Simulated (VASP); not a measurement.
Data:

```
CELL_PARAMETERS angstrom
      0.00000     3.24215     3.24215
      3.24215     0.00000     3.24215
      3.24215     3.24215     0.00000
ATOMIC_POSITIONS crystal
  Cd 0.00000 0.00000 0.00000
  Te 0.25000 0.25000 0.25000
```

All values below come from PBEsol GGA with spin-orbit coupling, VASP's PBE PAW potentials (set 64) (plane waves; VASP 6.6.1). Settings: 400 eV cut-off, 6×6×6 Γ-centred mesh, Gaussian smearing of 0.050 eV, potentials Cd Te.

### Question
Give the energies of bands 13 to 25 at the high-symmetry points, in eV from the valence-band maximum.

### Answer

```csv
band,Γ,X,U,L,W
13,-0.83,-4.64,-4.64,-4.76,-4.63
14,-0.83,-4.64,-4.42,-4.76,-4.39
15,0.00,-2.33,-3.03,-1.32,-2.91
16,0.00,-2.33,-2.75,-1.32,-2.47
17,0.00,-2.00,-1.83,-0.81,-2.46
18,0.00,-2.00,-1.80,-0.81,-2.44
19,0.39,2.22,2.51,1.46,3.72
20,0.39,2.22,2.55,1.46,4.11
21,4.04,2.33,4.08,4.78,4.31
22,4.04,2.33,4.26,4.78,4.36
23,4.38,8.27,6.91,4.92,5.10
24,4.38,8.27,6.92,4.92,5.29
25,4.38,8.82,7.15,6.66,5.90
```

The gap is direct, 0.38 eV, from the valence maximum at Γ to the conduction minimum at Γ.

The structure comes from a measured CdTe entry (F-43m) of the Crystallography Open Database, whose conditions weren't checked. It was relaxed first.
